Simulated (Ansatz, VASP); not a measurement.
**One calculation of SiPdPt3, two programs**

```xyz
5
Lattice="4.5643 0.0000 0.0000 0.0000 4.5643 0.0000 0.0000 0.0000 4.5643" Properties=species:S:1:pos:R:3 pbc="T T T"
Si    2.2822    2.2822    2.2822
Pd    0.0000    0.0000    0.0000
Pt    0.0000    2.2822    2.2822
Pt    2.2822    0.0000    2.2822
Pt    2.2822    2.2822    0.0000
```

Alike in both runs: task single point; functional PBE; k mesh 4 × 4 × 4; occupations gaussian, width 0.1 eV; no spin polarisation.

|  | VASP | Ansatz |
| --- | --- | --- |
| version | VASP 6.6.1 | Ansatz 0.2.0 |
| potentials or method | VASP PAW PBE potentials, release 64 (Si, Pd, Pt) | scalar-relativistic, plane waves, PAW |
| plane-wave cutoff (eV) | 520 | 420 |
| valence electrons in the cell | 44 | 76 |

|  | VASP | Ansatz | Ansatz less VASP |
| --- | --- | --- | --- |
| gap on the k mesh at the Fermi level (eV) | none | none | - |
| pressure (GPa) | -5.6 | -5.8 | -0.14 |

A gap of «none» marks a metal or a gap that the smearing closes. With one functional, cell and mesh, what is left measures potentials, basis and numerics. The two sets of potentials don't hold the same shells in valence.

The runs have no spin-orbit coupling, so splittings on Pt are missing.
